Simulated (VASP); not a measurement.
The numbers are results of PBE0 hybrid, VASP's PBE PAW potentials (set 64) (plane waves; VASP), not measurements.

A VASP calculation is set up with these files.

POSCAR:
```
MgH2
4.476690
  1.0000000000   0.0000000000   0.0000000000
  0.0000000000   1.0000000000   0.0000000000
  0.0000000000   0.0000000000   0.6684715716
Mg H
2 4
Cart
  0.5041120000   0.4885650000   0.3191590780
  0.0117420000   0.0133140000   0.0031311208
  0.6859050000   0.6823980000  -0.0019004647
  0.2954450000   0.3119490000   0.0092583313
  0.8052410000   0.2024920000   0.3306153438
  0.1975550000   0.8012820000   0.3424439482
```

### KPOINTS
```
Automatic mesh
0
Gamma
4 4 5
0.5 0.5 0.5
```

INCAR:
```
SYSTEM = MgH2
PREC = Accurate
ENCUT = 300
EDIFF = 1E-6
NELM = 100
ALGO = Normal
LREAL = .FALSE.
LASPH = .TRUE.
ISMEAR = 0
SIGMA = 0.01
GGA = PE
AEXX = 0.25
HFRCUT = -1
LHFCALC = .TRUE.
PRECFOCK = Fast
ISYM = 3
LWAVE = .FALSE.
LCHARG = .FALSE.
ISIF = 2
```

POTCAR, in this order: Mg H (PBE.64 set). Program: vasp_std.

Question: What does the run give for the energy per atom (σ→0), largest force?

Answer: 
The energy per atom (σ→0) comes out as -3.432 eV/atom and the largest force comes out as 0.666 eV/Å.

### OSZICAR
```
...
DAV:  14    -0.205894261042E+02   -0.60330E-04   -0.22008E-05   824   0.415E-02    0.475E-02
DAV:  15    -0.205894531606E+02   -0.27056E-04   -0.83336E-06   808   0.259E-02    0.301E-02
DAV:  16    -0.205894652942E+02   -0.12134E-04   -0.34765E-06   816   0.168E-02    0.190E-02
DAV:  17    -0.205894707433E+02   -0.54491E-05   -0.14895E-06   744   0.110E-02    0.120E-02
DAV:  18    -0.205894731959E+02   -0.24526E-05   -0.61823E-07   360   0.727E-03    0.759E-03
DAV:  19    -0.205894743075E+02   -0.11116E-05   -0.32542E-07   368   0.557E-03    0.483E-03
DAV:  20    -0.205894748177E+02   -0.51013E-06   -0.12376E-07   320   0.344E-03
   1 F= -.20589475E+02 E0= -.20589475E+02  d E =-.713859E-27
```

The structure comes from a computed database's MgH2 entry; how it stands against other phases isn't given here. The cell was not relaxed at this level, atoms are displaced from their ideal sites. The run is one of a series of settings (KPOINTS 4×4×5 Γ-centred mesh shifted by (0.5, 0.5, 0.5) against the base run), some of them coarse on purpose.
